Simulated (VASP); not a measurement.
# SrSnB2H6 (P1) in VASP: single point with PBE

Aim: the single point of SrSnB2H6 with PBE.

Everything below comes from runs of VASP 6.6.1. Logs are shortened: lines on timing, memory, paths and dates and some standing lists are left out, and cuts for length are marked.

### Step 1. The crystal as given

The typed cell holds 10 atoms: a = 4.747 Å, b = 4.834 Å, c = 6.198 Å, α = 66.77°, β = 90.35°, γ = 61.33°.

The cell was built by a generator and needn't be a form met in nature.

### Step 2. Single point, PBE

File INCAR:

```
SYSTEM = SrSnB2H6
PREC = Accurate
ENCUT = 520
EDIFF = 1E-7
ISMEAR = -1
SIGMA = 0.1
LREAL = .False.
LASPH = .True.
NELM = 100
ALGO = Fast
ISIF = 2
LWAVE = .False.
LCHARG = .False.
GGA = PE
NBANDS = 29
```

File KPOINTS:

```
Automatic mesh
0
Gamma
  5 5 3
  0.5 0 0.5
```

File POSCAR:

```
SrSnB2H6
1.0
    2.4005550000      4.0957930000     -0.0006820000
   -2.4863610000      4.1453330000     -0.0082250000
   -2.4492260000      1.3924700000      5.5209190000
Sr H B Sn
1 6 2 1
Direct
    0.9817180000      0.0077170000      0.9935890000
    0.4411790000      0.2377320000      0.7347010000
    0.3284340000      0.7159340000      0.7305360000
    0.9665740000      0.5877490000      0.7335800000
    0.5431400000      0.7904710000      0.2617380000
    0.6685790000      0.2727290000      0.2527370000
    0.0652040000      0.4163140000      0.2585840000
    0.2712570000      0.4730640000      0.7927480000
    0.7380090000      0.5351940000      0.2047730000
    0.5065210000      0.9795690000      0.5030240000
```

Potentials or basis: VASP PAW PBE potentials, release 64 (Sr_sv, H, B, Sn_d).

Started as:

```
> cat potpaw_PBE.64/Sr_sv/POTCAR potpaw_PBE.64/H/POTCAR potpaw_PBE.64/B/POTCAR potpaw_PBE.64/Sn_d/POTCAR > POTCAR
> mpirun -np 1 vasp_std > vasp.out
```

OUTCAR:

```text
SYSTEM = SrSnB2H6
   PREC = Accurate
   ENCUT = 520
   EDIFF = 1E-7
   ISMEAR = -1
   LREAL = .False.
   LASPH = .True.
   NELM = 100
   ISIF = 2
   GGA = PE

 ion  position               nearest neighbor table
   1  0.982  0.008  0.994-   2 2.49   7 2.50   6 2.50   4 2.59   5 2.62   3 2.64   8 2.91   9 2.91
                             5 2.99   8 3.04   8 3.05   9 3.06   9 3.09  10 3.86  10 3.86  10 3.89
   2  0.441  0.238  0.735-   8 1.23  10 2.18   1 2.49
   3  0.328  0.716  0.731-   8 1.25  10 1.99   1 2.64
   4  0.967  0.588  0.734-   8 1.26  10 2.06   1 2.59
   5  0.543  0.790  0.262-   9 1.32  10 2.01   1 2.62   1 2.99
   6  0.669  0.273  0.253-   9 1.38  10 2.08   1 2.50
   7  0.065  0.416  0.259-   9 1.36  10 2.08   1 2.50
   8  0.271  0.473  0.793-   2 1.23   3 1.25   4 1.26   1 2.91   1 3.04   1 3.05
   9  0.738  0.535  0.205-   5 1.32   7 1.36   6 1.38   1 2.91   1 3.06   1 3.09
  10  0.507  0.980  0.503-   3 1.99   5 2.01   4 2.06   6 2.08   7 2.08   2 2.18   1 3.86   1 3.86
                             1 3.89   1 3.93   1 3.95   1 4.06

  LATTYP: Found a triclinic cell.
 ALAT       =     6.1766550072
 B/A-ratio  =     1.0034952384
 C/A-ratio  =     0.7686101682
 COS(alpha) =     0.0061170187
 COS(beta)  =     0.3816004339
 COS(gamma) =     0.6948447718

  Lattice vectors:

 A1 = (   0.0371350000,  -2.7528630000,   5.5291440000)
 A2 = (  -2.4492260000,   1.3924700000,   5.5209190000)
 A3 = (  -2.4005550000,  -4.0957930000,   0.0006820000)

Analysis of symmetry for initial positions (statically):
=====================================================================
 Subroutine PRICEL returns:
 Original cell was already a primitive cell.

 Routine SETGRP: Setting up the symmetry group for a
 triclinic supercell.

 Subroutine GETGRP returns: Found  1 space group operations
 (whereof  1 operations were pure point group operations)
 out of a pool of  2 trial point group operations.

The static configuration has the point symmetry C_1 .

Analysis of symmetry for dynamics (positions and initial velocities):
=====================================================================
 Subroutine PRICEL returns:
 Original cell was already a primitive cell.

 Routine SETGRP: Setting up the symmetry group for a
 triclinic supercell.

 Subroutine GETGRP returns: Found  1 space group operations
 (whereof  1 operations were pure point group operations)
 out of a pool of  2 trial point group operations.

[... 118 lines left out ...]
   EDIFFG = 0.1E-05   stopping-criterion for IOM
   NSW    =      0    number of steps for IOM
   IBRION =     -1    ionic relax: 0-MD 1-quasi-New 2-CG
   NFREE  =      0    steps in history (QN), initial steepest desc. (CG)
   ISIF   =      2    stress and relaxation
   ISYM   =      2    0-nonsym 1-usesym 2-fastsym
   POTIM  = 0.5000    time-step for ionic-motion
   TEBEG  =    0.0;   TEEND  =   0.0 temperature during run
   PSTRESS=    0.0 pullay stress
   NELECT =      36.0000    total number of electrons
   NUPDOWN=      -1.0000    fix difference up-down
   EMIN   =  10.00;   EMAX   =-10.00  energy-range for DOS
   EFERMI =   0.00;   METHOD = LEGACY
   ISMEAR =    -1;   SIGMA  =   0.10  broadening in eV -4-tet -1-fermi 0-gaus
   EFERMI_NEDOS =   21; number of points for ismear=-14 and -15
   IALGO  =     68    algorithm
   IMIX   =      4    mixing-type and parameters
     AMIX     =   0.40;   BMIX     =  1.00
     AMIX_MAG =   1.60;   BMIX_MAG =  1.00
  volume/ion in A,a.u.               =      11.13        75.09
  Fermi-wavevector in a.u.,A,eV,Ry     =   1.123879  2.123823 17.185563  1.263103
  Thomas-Fermi vector in A             =   2.260547
   LORBIT       =      0    0 simple, 1 ext, 2 COOP (PROOUT), +10 PAW based schemes
   GGA     = PE    functional components
   LHFCALC =     F    Hartree Fock is set to
   AEXX    =    0.0000 exact exchange contribution
   IVDW    =     0    specifies the selected vdW correction
   LEPSILON=     F    determine dielectric tensor
   LRPA    =     F    only Hartree local field effects (RPA)
 non-spin polarized calculation
 RMM-DIIS sequential band-by-band and
  energy-cutoff  :      520.00
  volume of cell :      111.27
 maximum number of plane-waves:      3011
   NGX = 17   NGY = 17   NGZ = 23

 number of electron      36.0000000 magnetization

 Free energy of the ion-electron system (eV)
  ---------------------------------------------------
  ext. energy  EPLUGINS =         0.00000000
  ---------------------------------------------------
  free energy    TOTEN  =       -36.39818588 eV

  energy without entropy =      -36.36465220  energy(sigma->0) =      -36.38141904

 E-fermi :   3.9829     XC(G=0):  -9.2350

 val. band max:        3.9555863238   @ k =   0.5000   0.0000   0.5000
 cond. band min:       3.9953046618   @ k =   0.1000   0.0000   0.5000
 fundamental gap:      0.0397183379
 Fermi energy:         3.9829218827

 k-point     1 :       0.1000    0.0000    0.1667
  band No.  band energies     occupation
      1     -32.0681      2.00000
      2     -18.3096      2.00000
      3     -18.2938      2.00000
      4     -18.2479      2.00000
      5     -18.2369      2.00000
      6     -18.2356      2.00000
[... 757 lines left out ...]
     28      10.0568      0.00000
     29      10.3969      0.00000

 [... further k-points ...]
[... 5 lines left out ...]
  --------------------------------------------------------------------------------------
  -------------------------------------------------------------------------------------
  Total        0.7822798     -0.2520840      6.3969449     -0.1873550     -0.2944344     -0.3583957
  in kB       11.2642946     -3.6298377     92.1116336     -2.6977843     -4.2396542     -5.1606527
  external PRESSURE =      33.2486968 kB  Pullay stress =       0.0000000 kB

 VOLUME and BASIS-vectors are now :
 -----------------------------------------------------------------------------
  energy-cutoff  :      520.00
  volume of cell :      111.27
      direct lattice vectors                 reciprocal lattice vectors
     2.400555000  4.095793000 -0.000682000     0.205787681  0.123550278  0.060131381
    -2.486361000  4.145333000 -0.008225000    -0.203235188  0.119096661 -0.120198727
    -2.449226000  1.392470000  5.520919000    -0.000277356  0.000192691  0.180957622

 POSITION                                       TOTAL-FORCE (eV/Angst)
 -----------------------------------------------------------------------------------
     -0.09604      5.43645      5.48479         0.162948      0.170135     -0.034406
     -1.33146      3.81551      4.05397        -0.177761      0.269048      0.145856
     -2.78089      5.33023      4.02712        -0.170763     -0.737850      0.599819
     -0.93775      7.41679      4.04454         0.695365      0.409464      0.450455
     -1.30261      5.86582      1.43816         1.460852     -0.690636     -0.563685
      0.30785      4.22084      1.39264        -0.472393      2.105575     -0.447155
     -1.51191      2.35289      1.42415        -1.478225     -1.205067     -0.460561
     -2.46666      4.17590      4.37262        -0.365821     -0.353208      0.209123
     -0.06059      5.52643      1.12563         0.571416     -0.364197      0.174639
     -2.45165      6.83569      2.76875        -0.225619      0.396736     -0.074084
 -----------------------------------------------------------------------------------
    total drift:                                0.000385     -0.000040      0.000076

  FREE ENERGIE OF THE ION-ELECTRON SYSTEM (eV)
  ---------------------------------------------------
  free  energy   TOTEN  =       -36.3981858755 eV

  energy  without entropy=      -36.3646522029  energy(sigma->0) =      -36.38141904
```

OSZICAR:

```text
N       E                     dE             d eps       ncg     rms          rms(c)
DAV:   1     0.259274831987E+03    0.25927E+03   -0.16498E+04  2224   0.135E+03
DAV:   2    -0.847896596931E+01   -0.26775E+03   -0.25238E+03  2260   0.367E+02
DAV:   3    -0.393439816516E+02   -0.30865E+02   -0.30333E+02  2749   0.111E+02
[... 29 lines left out ...]
RMM:  33    -0.363981849338E+02   -0.15392E-06   -0.20127E-06  2706   0.346E-03    0.330E-03
RMM:  34    -0.363981852501E+02   -0.31626E-06   -0.22797E-06  2767   0.342E-03    0.220E-03
RMM:  35    -0.363981855361E+02   -0.28596E-06   -0.11610E-06  2717   0.328E-03    0.874E-04
RMM:  36    -0.363981857839E+02   -0.24788E-06   -0.11032E-06  2543   0.269E-03    0.155E-03
RMM:  37    -0.363981858755E+02   -0.91535E-07   -0.67211E-07  2470   0.216E-03
   1 F= -.36398186E+02 E0= -.36381419E+02  d E =-.335337E-01
```

stdout:

```text
POSCAR found type information on POSCAR SrH B Sn
 POSCAR found :  4 types and      10 ions
 scaLAPACK will be used
 LDA part: xc-table for (Slater+PW92), standard interpolation
 POSCAR, INCAR and KPOINTS ok, starting setup
[... 30 lines left out ...]
 num prob WARNING in EDDRMM: call to ZHEGV failed, returncode =   8  4     24
 num prob  num prob  num prob  num prob  num prob  num prob  num prob  num prob  num prob RMM:  36    -0.363981857839E+02   -0.24788E-06   -0.11032E-06  2543   0.269E-03    0.155E-03
 num prob  num prob  num prob WARNING in EDDRMM: call to ZHEGV failed, returncode =   8  4     16
 num prob  num prob  num prob  num prob  num prob  num prob WARNING in EDDRMM: call to ZHEGV failed, returncode =   6  3     23
 num prob  num prob WARNING in EDDRMM: call to ZHEGV failed, returncode =   8  4     16
 num prob  num prob  num prob RMM:  37    -0.363981858755E+02   -0.91535E-07   -0.67211E-07  2470   0.216E-03
```

Wall time 6.4 min (1 thread of Intel Xeon Platinum 8488C (Sapphire Rapids), shared host); peak memory 0.32 GiB.

Results:

```
Free energy            : -36.3982 eV
Pressure               : 3.3 GPa
Largest force          : 2.204 eV/Å
Band gap on the k mesh : 0.04 eV, indirect (least direct gap 0.22 eV)
```

Forces on the atoms (eV/Å):
```
Sr   0.163  0.170 -0.034
H   -0.178  0.269  0.146
H   -0.171 -0.738  0.600
H    0.695  0.409  0.450
H    1.461 -0.691 -0.564
H   -0.472  2.106 -0.447
H   -1.478 -1.205 -0.461
B   -0.366 -0.353  0.209
B    0.571 -0.364  0.175
Sn  -0.226  0.397 -0.074
```

Levels at points of the mesh, in eV from the valence-band top:
| k point | band 14 | band 15 | band 16 | band 17 | band 18 | band 19 | band 20 | band 21 | band 22 | band 23 |
| --- | --- | --- | --- | --- | --- | --- | --- | --- | --- | --- |
| (0.50, 0.00, 0.50) | -6.50 | -5.33 | -2.82 | -1.17 | 0.00 | 0.84 | 1.11 | 1.85 | 2.71 | 3.28 |

Caveat: spin-orbit coupling is left out, which moves the levels of the heavy elements; forces of over 1 eV/Å show positions far from the minimum, so gaps and moduli don't describe the material at rest.
